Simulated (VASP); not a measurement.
Input:

```
CELL_PARAMETERS angstrom
      3.70318     0.00000     0.00000
     -1.85159     3.20705     0.00000
      0.00000     0.00000     6.33302
ATOMIC_POSITIONS crystal
  Ga 0.00000 0.00000 0.00000
  Ga 0.00000 0.00000 0.50000
  As 0.33333 0.66667 0.25000
  As 0.66667 0.33333 0.75000
```

The numbers are results of PBEsol GGA, VASP's PBE PAW potentials (set 64) (plane waves; VASP), not measurements. Numerical set-up: 400 eV cut-off, Gaussian smearing of 0.050 eV, potentials Ga_d As.

Task: Predict the band gap (along the path) with the smallest direct gap where there is one.

Result: 
```yaml
band gap (along the path): none (metal, semimetal or under 0.01 eV)
```

Only differences to runs with the same potentials and settings are physical.

The structure was generated: GaAs was put into the NiAs type type (P6_3/mmc), which need not be its known phase. It was relaxed first, which changed the volume by +10 %.
